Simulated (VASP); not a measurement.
Computed with modified Becke-Johnson potential (mBJ), VASP's PBE PAW potentials (set 64) (plane waves; VASP 6.6.1).

A VASP calculation is set up with these files.

### POSCAR
```
Cd4S2Se2
1
    6.0576747807     0.0000000000     0.0000000000
    0.0000000000     6.0576747807     0.0000000000
    0.0000000000     0.0000000000     6.0576512915
Cd Se S
4 2 2
Direct
  1.0000000000   0.0000000000   0.9881901626
  0.5000000000   0.5000000000   0.9881901626
  0.5000000000   0.0000000000   0.5118098374
  1.0000000000   0.5000000000   0.5118098374
  0.2500000000   0.2500000000   0.2500000000
  0.7500000000   0.7500000000   0.2500000000
  0.7500000000   0.2500000000   0.7500000000
  0.2500000000   0.7500000000   0.7500000000
```

File KPOINTS:
```
Automatic mesh
0
Gamma
4 4 4
0 0 0
```

INCAR:
```
ALGO = Normal
EDIFF = 1E-6
ENCUT = 400
ISIF = 0
ISMEAR = 0
LASPH = .TRUE.
LCHARG = .FALSE.
LMAXMIX = 4
LMIXTAU = .TRUE.
LREAL = .FALSE.
LWAVE = .FALSE.
METAGGA = MBJ
NELM = 200
PREC = Accurate
SIGMA = 0.05
SYSTEM = Cd4S2Se2
```

POTCAR, in this order: Cd Se S (PBE.64 set). Program: vasp_std. Read from the step before: WAVECAR.

The resulting files:

File OSZICAR:
```
       N       E                     dE             d eps       ncg     rms          rms(c)
DAV:   1     0.138554698228E+04    0.13855E+04   -0.58357E+00  1548   0.183E+01    0.897E+00
DAV:   2     0.138425180352E+04   -0.12952E+01   -0.92704E+00  1548   0.186E+01    0.277E+01
DAV:   3     0.138287959497E+04   -0.13722E+01   -0.72799E-01  1784   0.365E+00    0.332E+01
DAV:   4     0.138369149286E+04    0.81190E+00   -0.44524E-01  1703   0.308E+00    0.260E+01
DAV:   5     0.138649960790E+04    0.28081E+01   -0.18545E+00  1660   0.481E+00    0.178E+01
DAV:   6     0.138714526505E+04    0.64566E+00   -0.94302E-02  1640   0.125E+00    0.162E+01
DAV:   7     0.138756770214E+04    0.42244E+00   -0.11171E-01  1566   0.135E+00    0.147E+01
DAV:   8     0.138948532733E+04    0.19176E+01   -0.49307E-01  1597   0.367E+00    0.432E+00
DAV:   9     0.139085532048E+04    0.13700E+01   -0.26044E-01  1588   0.231E+00    0.107E+00
DAV:  10     0.139085325713E+04   -0.20633E-02   -0.39067E-02  1654   0.107E+00    0.149E+00
DAV:  11     0.139100358671E+04    0.15033E+00   -0.38608E-03  1792   0.306E-01    0.747E-01
DAV:  12     0.139106187088E+04    0.58284E-01   -0.18162E-03  1584   0.246E-01    0.382E-01
DAV:  13     0.139115141440E+04    0.89544E-01   -0.52963E-03  1681   0.374E-01    0.271E-01
DAV:  14     0.139116169686E+04    0.10282E-01   -0.16300E-03  1577   0.231E-01    0.163E-01
DAV:  15     0.139113135331E+04   -0.30344E-01   -0.24779E-04  1637   0.822E-02    0.134E-01
DAV:  16     0.139114005680E+04    0.87035E-02   -0.42668E-04  1601   0.115E-01    0.163E-01
DAV:  17     0.139113793090E+04   -0.21259E-02   -0.11806E-04  1716   0.567E-02    0.407E-02
DAV:  18     0.139113025612E+04   -0.76748E-02   -0.61125E-05  1620   0.333E-02    0.853E-02
DAV:  19     0.139113986339E+04    0.96073E-02   -0.16260E-05  1625   0.260E-02    0.105E-02
DAV:  20     0.139114336414E+04    0.35008E-02   -0.63385E-06  1419   0.135E-02    0.737E-03
DAV:  21     0.139114492156E+04    0.15574E-02   -0.23923E-06  1365   0.635E-03    0.186E-02
DAV:  22     0.139114234339E+04   -0.25782E-02   -0.66316E-07   834   0.521E-03    0.451E-03
DAV:  23     0.139114239644E+04    0.53048E-04   -0.25567E-07   827   0.263E-03    0.732E-03
DAV:  24     0.139114198393E+04   -0.41251E-03   -0.12034E-07   795   0.181E-03    0.461E-03
DAV:  25     0.139114221351E+04    0.22958E-03   -0.29064E-08   792   0.907E-04    0.574E-03
DAV:  26     0.139114199572E+04   -0.21779E-03   -0.35103E-08   792   0.110E-03    0.171E-03
DAV:  27     0.139114211129E+04    0.11556E-03   -0.14237E-08   792   0.723E-04    0.171E-03
DAV:  28     0.139114203741E+04   -0.73878E-04   -0.33078E-09   792   0.381E-04    0.861E-04
DAV:  29     0.139114203341E+04   -0.39975E-05   -0.10772E-09   792   0.194E-04    0.638E-04
DAV:  30     0.139114194267E+04   -0.90738E-04   -0.26177E-09   792   0.246E-04    0.896E-05
DAV:  31     0.139114193118E+04   -0.11492E-04   -0.54074E-10   792   0.970E-05    0.764E-05
DAV:  32     0.139114193941E+04    0.82238E-05   -0.10387E-10   792   0.477E-05    0.789E-05
DAV:  33     0.139114193966E+04    0.25898E-06   -0.28782E-11   792   0.365E-05
   1 F= 0.13911419E+04 E0= 0.13911419E+04  d E =-.127984E-14
```

OUTCAR:
```
------------------------ aborting loop because EDIFF is reached ----------------------------------------
  volume of cell :      222.29
      direct lattice vectors                 reciprocal lattice vectors
     6.057674781  0.000000000  0.000000000     0.165079843  0.000000000  0.000000000
     0.000000000  6.057674781  0.000000000     0.000000000  0.165079843  0.000000000
     0.000000000  0.000000000  6.057651292     0.000000000  0.000000000  0.165080483
 POSITION                                       TOTAL-FORCE (eV/Angst)
 -----------------------------------------------------------------------------------
      0.00000      0.00000      5.98611         0.000000     -0.000000      0.302141
      3.02884      3.02884      5.98611         0.000000     -0.000000      0.302141
      3.02884      0.00000      3.10037        -0.000000      0.000000     -0.302141
      0.00000      3.02884      3.10037        -0.000000      0.000000     -0.302141
      1.51442      1.51442      1.51441         0.000000     -0.000000     -0.000000
      4.54326      4.54326      1.51441         0.000000     -0.000000     -0.000000
      4.54326      1.51442      4.54324        -0.000000      0.000000     -0.000000
      1.51442      4.54326      4.54324        -0.000000      0.000000     -0.000000
 -----------------------------------------------------------------------------------
    total drift:                               -0.000000     -0.000000      0.000000
  FREE ENERGIE OF THE ION-ELECTRON SYSTEM (eV)
  ---------------------------------------------------
  free  energy   TOTEN  =      1391.1419396642 eV

  energy  without entropy=     1391.1419396642  energy(sigma->0) =     1391.14193966

     CMBJ =    1.0000

     CMBJA=   -0.0120

     CMBJB=    1.0230

     CMBJE=    0.5000

    CMBJ =    1.2862
```
(Selected blocks of OUTCAR.)

### OUTCAR
```
 val. band max:        1.0226980197   @ k =   0.0000   0.0000   0.0000

 cond. band min:       3.1450956547   @ k =   0.0000   0.0000   0.0000


 Fermi energy:         1.2837449763

 k-point     1 :       0.0000    0.0000    0.0000
  band No.  band energies     occupation
      1     -11.0395      2.00000
      2     -10.7358      2.00000
      3     -10.6165      2.00000
      4     -10.5305      2.00000
      5      -6.5729      2.00000
      6      -6.5729      2.00000
      7      -6.5705      2.00000
      8      -6.3523      2.00000
      9      -6.3523      2.00000
     10      -6.3519      2.00000
     11      -6.3374      2.00000
     12      -6.3257      2.00000
     13      -6.3257      2.00000
     14      -6.3114      2.00000
     15      -6.3114      2.00000
     16      -6.2968      2.00000
     17      -6.1892      2.00000
     18      -6.1860      2.00000
     19      -6.1305      2.00000
     20      -6.1305      2.00000
     21      -6.1280      2.00000
     22      -5.8709      2.00000
     23      -5.8268      2.00000
     24      -5.8030      2.00000
     25      -2.3517      2.00000
     26      -2.3517      2.00000
     27      -2.3348      2.00000
     28      -0.7150      2.00000
     29      -0.5845      2.00000
     30      -0.5845      2.00000
     31      -0.5195      2.00000
     32      -0.5195      2.00000
     33      -0.3571      2.00000
     34       0.9582      2.00000
     35       1.0227      2.00000
     36       1.0227      2.00000
     37       3.1451      0.00000
     38       5.3381      0.00000
     39       5.5381      0.00000
     40       5.6932      0.00000
     41       5.9589      0.00000
     42       5.9589      0.00000
     43       5.9648      0.00000

 k-point     2 :       0.2500    0.0000    0.0000
  band No.  band energies     occupation
      1     -10.9865      2.00000
      2     -10.7663      2.00000
      3     -10.6128      2.00000
      4     -10.5571      2.00000
      5      -6.5416      2.00000
...
```

mBJ is a potential without an energy functional, so only the levels count.

The structure was generated: Cd4S2Se2 was put into an ordered model structure (P-4m2), which need not be its known phase. It was relaxed first, which changed the volume by +6 %. The cell's shape comes from a PBE relaxation.
